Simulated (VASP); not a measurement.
```yaml
crystal:
  lattice:
    - [1.79261, -3.10490, 0.00000]
    - [1.79261, 3.10490, 0.00000]
    - [0.00000, 0.00000, 4.87310]
  atoms:
    - { symbol: Pt, position: [0.00000, 0.00000, 0.00000] }
    - { symbol: S, position: [0.33333, 0.66667, 0.25069] }
    - { symbol: S, position: [0.66667, 0.33333, 0.74931] }
```

These are optB86b-vdW, VASP's PBE PAW potentials (set 64) (plane waves; VASP) values and carry that method's errors. Numerical set-up: 520 eV cut-off, 7×7×4 Γ-centred mesh, Gaussian smearing of 0.050 eV, potentials Pt S.

**Question.** Estimate the energy per atom (σ→0).

**Answer.** 
```
Item                               Result
---------------------  ------------------
energy per atom (σ→0)  -330.3 kJ/mol-atom
```

Total energies compare only between runs with the same potentials, cut-off and functional.

The compound is PtS2 in the 1T layered structure. It was relaxed first. The start is the result of an earlier pass.
